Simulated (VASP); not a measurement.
Here is the system:

```
CELL_PARAMETERS angstrom
      0.00000     3.06000     3.06000
      3.06000     0.00000     3.06000
      3.06000     3.06000     0.00000
ATOMIC_POSITIONS crystal
  Al 0.25000 0.25000 0.25000
  Al 0.75000 0.75000 0.75000
  Au 0.00000 0.00000 0.00000
```

The numbers are results of PBE GGA, VASP's PBE PAW potentials (set 64) (plane waves; VASP), not measurements. Settings: 175 eV cut-off, 8×8×8 Γ-centred mesh, first-order Methfessel-Paxton smearing of 0.10 eV, potentials Al Au.

At this cut-off the stress carries a Pulay error, which pulls relaxed volumes low.

Q: Give the stress tensor in GPa (positive for a compressed cell).

A: 
```
-28.60    0.00    0.00
  0.00  -28.60    0.00
  0.00    0.00  -28.60
```
The pressure is its mean diagonal, -28.60 GPa.

The compound is AuAl2 in the fluorite structure. The cell was not relaxed at this level. The run is one of a series of settings (ENCUT = 175 against the base run), some of them coarse on purpose. The electron count is odd and the run is not spin-polarised, which forces a metal.
